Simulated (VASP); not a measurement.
# SnTeS4 in VASP: further runs, part 2 of 2

VASP 6.6.1. The steps go on from the part before.

## (4) Relaxation of cell and atoms, PBE

This run uses another cell than the first one, of 21.88 Å³/atom, 0.920 times its volume.

File INCAR:

```
ALGO     = Fast           # electronic algorithm
EDIFF    = 1E-4           # SCF threshold, eV
EDIFFG   = -0.08          # ionic threshold
ENCUT    = 520            # plane-wave cutoff, eV
GGA      = PE             # functional
IBRION   = 2              # ionic algorithm
ISIF     = 3              # what is computed and relaxed
ISMEAR   = 0              # smearing method
LASPH    = T              # aspherical terms in the spheres
LCHARG   = F              # write CHGCAR
LREAL    = F              # projectors in reciprocal space
LWAVE    = F              # write WAVECAR
NELM     = 60             # most SCF steps
NSW      = 24             # ionic steps
PREC     = Normal         # precision mode
SIGMA    = 0.15           # smearing width, eV
```

File KPOINTS:

```
k-points
0
Gamma
  3 3 2
```

File POSCAR:

```
SnTeS4
1.0
    4.5014258100      0.0000000000      0.0000000000
    0.0000000000      4.5014258100      0.0000000000
    0.0000000000      0.0000000000      6.4780206600
Sn Te S
1 1 4
Direct
    0.5000000000      0.5000000000      0.5000000000
    0.0000000000      0.0000000000      0.0000000000
    0.5000000000      0.0000000000      0.7327468400
    0.0000000000      0.5000000000      0.2672531600
    0.5000000000      0.0000000000      0.2672531600
    0.0000000000      0.5000000000      0.7327468400
```

Potentials or basis: VASP PAW PBE potentials, release 64 (Sn_d, Te, S).

The run is started by

```
$ cat potpaw_PBE.64/Sn_d/POTCAR potpaw_PBE.64/Te/POTCAR potpaw_PBE.64/S/POTCAR > POTCAR
$ mpirun -np 1 vasp_std > vasp.out
```

OUTCAR:

```text
EDIFF = 1E-4
   EDIFFG = -0.08
   ENCUT = 520
   GGA = PE
   IBRION = 2
   ISIF = 3
   ISMEAR = 0
   LASPH = T
   LREAL = F
   NELM = 60
   NSW = 24
   PREC = Normal

 ion  position               nearest neighbor table
   1  0.500  0.500  0.500-   3 2.71   4 2.71   5 2.71   6 2.71   3 2.71   5 2.71   4 2.71   6 2.71

   2  0.000  0.000  0.000-   3 2.84   4 2.84   5 2.84   6 2.84   4 2.84   6 2.84   3 2.84   5 2.84

   3  0.500  0.000  0.733-   1 2.71   1 2.71   2 2.84   2 2.84
   4  0.000  0.500  0.267-   1 2.71   1 2.71   2 2.84   2 2.84
   5  0.500  0.000  0.267-   1 2.71   1 2.71   2 2.84   2 2.84
   6  0.000  0.500  0.733-   1 2.71   1 2.71   2 2.84   2 2.84

  LATTYP: Found a simple tetragonal cell.
 ALAT       =     4.5014258100
 C/A-ratio  =     1.4391041713

  Lattice vectors:

 A1 = (   4.5014258100,   0.0000000000,   0.0000000000)
 A2 = (   0.0000000000,   4.5014258100,   0.0000000000)
 A3 = (   0.0000000000,   0.0000000000,   6.4780206600)

Analysis of symmetry for initial positions (statically):
=====================================================================
 Subroutine PRICEL returns:
 Original cell was already a primitive cell.

 Routine SETGRP: Setting up the symmetry group for a
 simple tetragonal supercell.

 Subroutine GETGRP returns: Found 16 space group operations
 (whereof 16 operations were pure point group operations)
[... 148 lines left out ...]

 Free energy of the ion-electron system (eV)
  ---------------------------------------------------
  ext. energy  EPLUGINS =         0.00000000
  ---------------------------------------------------
  free energy    TOTEN  =       -21.23198844 eV

  energy without entropy =      -21.18969797  energy(sigma->0) =      -21.21084320

------------------------ aborting loop because EDIFF is reached ----------------------------------------

  FORCE on cell =-STRESS in cart. coord.  units (eV):
  Direction    XX          YY          ZZ          XY          YZ          ZX
  --------------------------------------------------------------------------------------
  -------------------------------------------------------------------------------------
  Total        3.8825562      3.8825562      4.0061261      0.0000000      0.0000000      0.0000000
  in kB       47.3899016     47.3899016     48.8981784      0.0000000      0.0000000      0.0000000
  external PRESSURE =      47.8926605 kB  Pullay stress =       0.0000000 kB
[... 267 lines left out ...]
--------------------------------------- Ionic step        8  -------------------------------------------

 number of electron      44.0000032 magnetization

 Free energy of the ion-electron system (eV)
  ---------------------------------------------------
  ext. energy  EPLUGINS =         0.00000000
  ---------------------------------------------------
  free energy    TOTEN  =       -21.60417086 eV

  energy without entropy =      -21.54722611  energy(sigma->0) =      -21.57569848

 E-fermi :   5.5266     XC(G=0):  -9.5972

 val. band max:        5.4583476807   @ k =   0.3333   0.3333   0.5000
 cond. band min:       5.6648376031   @ k =   0.3333   0.0000   0.0000
 fundamental gap:      0.2064899224
 Fermi energy:         5.5266035431

 k-point     1 :       0.0000    0.0000    0.0000
  band No.  band energies     occupation
      1     -16.0220      2.00000
      2     -16.0006      2.00000
      3     -16.0006      2.00000
      4     -15.9999      2.00000
      5     -15.9913      2.00000
      6      -9.1597      2.00000
[... 196 lines left out ...]
  FREE ENERGIE OF THE ION-ELECTRON SYSTEM (eV)
  ---------------------------------------------------
  free  energy   TOTEN  =       -21.6041708614 eV

  energy  without entropy=      -21.5472261078  energy(sigma->0) =      -21.57569848

 reached required accuracy - stopping structural energy minimisation
```

CONTCAR:

```text
SnTeS4
   1.00000000000000
     4.6026821516048884   -0.0000000000000000    0.0000000000000000
    -0.0000000000000000    4.6026821516048884   -0.0000000000000000
     0.0000000000000000   -0.0000000000000000    6.6116190974406548
  Sn              Te              S
     1     1     4
Direct
     0.5000000000000000    0.5000000000000000    0.5000000000000000
     0.0000000000000000    0.0000000000000000    0.0000000000000000
     0.5000000000000000    0.0000000000000000    0.7524175912437736
     0.0000000000000000    0.5000000000000000    0.2475824087562265
     0.5000000000000000    1.0000000000000000    0.2475824087562265
     1.0000000000000000    0.5000000000000000    0.7524175912437736

  0.00000000E+00  0.00000000E+00  0.00000000E+00
  0.00000000E+00  0.00000000E+00  0.00000000E+00
  0.00000000E+00  0.00000000E+00  0.00000000E+00
  0.00000000E+00  0.00000000E+00  0.00000000E+00
  0.00000000E+00  0.00000000E+00  0.00000000E+00
  0.00000000E+00  0.00000000E+00  0.00000000E+00
```

It took 35 s on 1 thread of Intel Xeon Platinum 8559C (Emerald Rapids), shared host; peak memory 0.18 GiB.

What came out:

| Quantity | Value |
| --- | --- |
| Free energy | -21.6042 eV |
| Relaxed volume | 23.34 Å³/atom |
| Relaxed cell | a = 4.603 Å, b = 4.603 Å, c = 6.612 Å, α = 90.00°, β = 90.00°, γ = 90.00° |
| Space group after relaxing (to 0.05 Å) | P4/mmm (No. 123) |
| Energy gained by relaxing | 62.0 meV/atom |
| Ionic steps | 8 |
| Pressure after relaxing | 0.0 GPa |
| Largest force after relaxing | 0.014 eV/Å |
| Band gap on the k mesh | none (metal or under the smearing width) |

Forces on the atoms (eV/Å):
```
Sn   0.000  0.000  0.000
Te   0.000  0.000  0.000
S    0.000  0.000 -0.014
S    0.000  0.000  0.014
S    0.000  0.000  0.014
S    0.000  0.000 -0.014
```

Step by step:
```tsv
step	energy change (eV)	largest force (eV/Å)	pressure (GPa)	volume (Å³)
1	0.0000	1.1500	4.79	131.26
2	-0.2696	0.5104	-2.16	144.08
3	-0.2715	0.5626	-1.42	142.66
4	-0.3453	0.2813	-0.55	140.41
5	-0.3676	0.1130	0.28	138.77
6	-0.3687	0.0373	0.49	138.22
7	-0.3688	0.0614	0.69	138.31
8	-0.3722	0.0137	0.02	140.07
```

Final structure:
```yaml
crystal:
  lattice:
    - [4.60268, 0.00000, 0.00000]
    - [0.00000, 4.60268, 0.00000]
    - [0.00000, 0.00000, 6.61162]
  atoms:
    - { symbol: Sn, position: [0.50000, 0.50000, 0.50000] }
    - { symbol: Te, position: [0.00000, 0.00000, 0.00000] }
    - { symbol: S, position: [0.50000, 0.00000, 0.75242] }
    - { symbol: S, position: [0.00000, 0.50000, 0.24758] }
    - { symbol: S, position: [0.50000, 0.00000, 0.24758] }
    - { symbol: S, position: [0.00000, 0.50000, 0.75242] }
```

Levels at points of the mesh, in eV from the Fermi level:
```tsv
k point	band 18	band 19	band 20	band 21	band 22	band 23	band 24	band 25	band 26
(0.00, 0.00, 0.00)	-2.21	-2.21	-1.38	-0.16	-0.16	0.21	0.57	1.14	1.14
(0.00, 0.00, 0.50)	-1.47	-1.11	-1.07	-1.07	-0.78	-0.78	-0.09	1.91	1.91
```

Caveat: the k mesh is coarse (spacing up to 0.48 Å⁻¹), so the values aren't converged; the relaxation stopped at a loose force limit of 0.08 eV/Å, so its end isn't a converged minimum.

## (5) Overview

| k mesh | gap on the mesh (eV) | pressure (GPa) | relaxed volume (Å³/atom) | largest force (eV/Å) |
| --- | --- | --- | --- | --- |
| 3 × 3 × 3 | none | 0.1 | 19.85 | 0.03 |
| 4 × 4 × 1 | 0.95 | -0.2 | 26.71 | 0.03 |
| 3 × 3 × 2 | none | 0.0 | 23.34 | 0.01 |

Alike in all rows: task relaxation of cell and atoms; level PBE; potentials or basis VASP PAW PBE potentials, release 64 (Sn_d, Te, S); no spin polarisation; cell relaxed; cutoff (eV) 520; smearing gaussian 0.15 eV; the mesh is coarse, so values aren't converged.

Caveats: all runs use coarse meshes; the relaxation stopped at a loose force limit of 0.08 eV/Å, so its end isn't a converged minimum; the volume moved by over 15 % at a fixed basis, so the end points are rough (some runs); spin-orbit coupling is left out, which moves the levels of the heavy elements (some runs); an odd mesh through Γ misses points on the zone boundary, where band edges often lie (some runs); this functional lacks dispersion, which binds the layers, so the pressure and a relaxed spacing across them are unreliable (some runs).

Absolute energies hang on the potentials; compare differences alone.
